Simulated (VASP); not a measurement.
These are r2SCAN meta-GGA, VASP's PBE PAW potentials (set 64) (plane waves; VASP) values and carry that method's errors.

Input for VASP

File KPOINTS:
```
Automatic mesh
0
Gamma
8 8 8
0 0 0
```

### POSCAR
```
SrO
1
   -0.0000000000     2.5846390158     2.5846390158
    2.5846390158     0.0000000000     2.5846390158
    2.5846390158     2.5846390158     0.0000000000
Sr O
1 1
Direct
  0.0000000000   0.0000000000   0.0000000000
  0.5000000000   0.5000000000   0.5000000000
```

INCAR:
```
SYSTEM = SrO
PREC = Accurate; ENCUT = 600; LREAL = .False.
LASPH = .True.
EDIFF = 1E-7; NELM = 100; ALGO = Normal
LMAXMIX = 4; LMIXTAU = .True.
ISMEAR = 0; SIGMA = 0.05
METAGGA = R2SCAN
ISIF = 2
LWAVE = .False.; LCHARG = .False.
```

POTCAR, in this order: Sr_sv O (PBE.64 set). Program: vasp_std.

The resulting files:

File OSZICAR:
```
       N       E                     dE             d eps       ncg     rms          rms(c)
DAV:   1     0.604650506871E+02    0.60465E+02   -0.97315E+03   696   0.149E+03
DAV:   2    -0.306940180651E+02   -0.91159E+02   -0.83658E+02   948   0.266E+02
DAV:   3    -0.346114397846E+02   -0.39174E+01   -0.38884E+01   980   0.523E+01
DAV:   4    -0.347184583239E+02   -0.10702E+00   -0.10700E+00   908   0.742E+00
DAV:   5    -0.347198331735E+02   -0.13748E-02   -0.13748E-02   968   0.750E-01    0.160E+01
DAV:   6    -0.268905982182E+02    0.78292E+01   -0.67198E+00   840   0.212E+01    0.146E+01
DAV:   7    -0.268545688878E+02    0.36029E-01   -0.44738E-01   912   0.742E+00    0.866E+00
DAV:   8    -0.280823121934E+02   -0.12277E+01   -0.49788E-01   724   0.961E+00    0.125E+00
DAV:   9    -0.267618692428E+02    0.13204E+01   -0.34017E-01   712   0.817E+00    0.354E-01
DAV:  10    -0.270619477903E+02   -0.30008E+00   -0.16115E-01   732   0.499E+00    0.255E-01
DAV:  11    -0.270529323676E+02    0.90154E-02   -0.37653E-03   988   0.850E-01    0.156E-01
DAV:  12    -0.270537490361E+02   -0.81667E-03   -0.21580E-03   832   0.587E-01    0.164E-01
DAV:  13    -0.270561541053E+02   -0.24051E-02   -0.18453E-03   696   0.628E-01    0.710E-02
DAV:  14    -0.270578621822E+02   -0.17081E-02   -0.12813E-03   776   0.424E-01    0.191E-01
DAV:  15    -0.270579903267E+02   -0.12814E-03   -0.20059E-03   732   0.557E-01    0.970E-02
DAV:  16    -0.270585931606E+02   -0.60283E-03   -0.34861E-04   724   0.256E-01    0.262E-02
DAV:  17    -0.270585900384E+02    0.31222E-05   -0.16766E-05  1076   0.368E-02    0.253E-02
DAV:  18    -0.270585950561E+02   -0.50177E-05   -0.26503E-06   732   0.195E-02    0.291E-02
DAV:  19    -0.270586059283E+02   -0.10872E-04   -0.70189E-06   700   0.364E-02    0.861E-03
DAV:  20    -0.270586063170E+02   -0.38870E-06   -0.46702E-06   816   0.217E-02    0.321E-03
DAV:  21    -0.270586065564E+02   -0.23939E-06   -0.33020E-07   760   0.652E-03    0.390E-03
DAV:  22    -0.270586067288E+02   -0.17240E-06   -0.97815E-08   488   0.419E-03    0.341E-03
DAV:  23    -0.270586063321E+02    0.39670E-06   -0.67563E-08   364   0.266E-03    0.298E-03
DAV:  24    -0.270586066864E+02   -0.35437E-06   -0.24996E-08   356   0.161E-03    0.225E-03
DAV:  25    -0.270586066466E+02    0.39826E-07   -0.84594E-09   348   0.112E-03
   1 F= -.27058607E+02 E0= -.27058607E+02  d E =-.712428E-20
```

**OUTCAR**
```
------------------------ aborting loop because EDIFF is reached ----------------------------------------
  FORCE on cell =-STRESS in cart. coord.  units (eV):
  Direction    XX          YY          ZZ          XY          YZ          ZX
  --------------------------------------------------------------------------------------
  Total       -0.0180655     -0.0180655     -0.0180655      0.0000000      0.0000000      0.0000000
  in kB       -0.8381691     -0.8381691     -0.8381691      0.0000000      0.0000000      0.0000000
  external PRESSURE =      -0.8381691 kB  Pullay stress =       0.0000000 kB
  volume of cell :       34.53
      direct lattice vectors                 reciprocal lattice vectors
     0.000000000  2.584639016  2.584639016    -0.193450612  0.193450612  0.193450612
     2.584639016  0.000000000  2.584639016     0.193450612 -0.193450612  0.193450612
     2.584639016  2.584639016  0.000000000     0.193450612  0.193450612 -0.193450612
  FREE ENERGIE OF THE ION-ELECTRON SYSTEM (eV)
  ---------------------------------------------------
  free  energy   TOTEN  =       -27.0586066466 eV

  energy  without entropy=      -27.0586066466  energy(sigma->0) =      -27.05860665
```
(Selected blocks of OUTCAR.)

The compound is SrO in the rock salt structure. It was relaxed first.
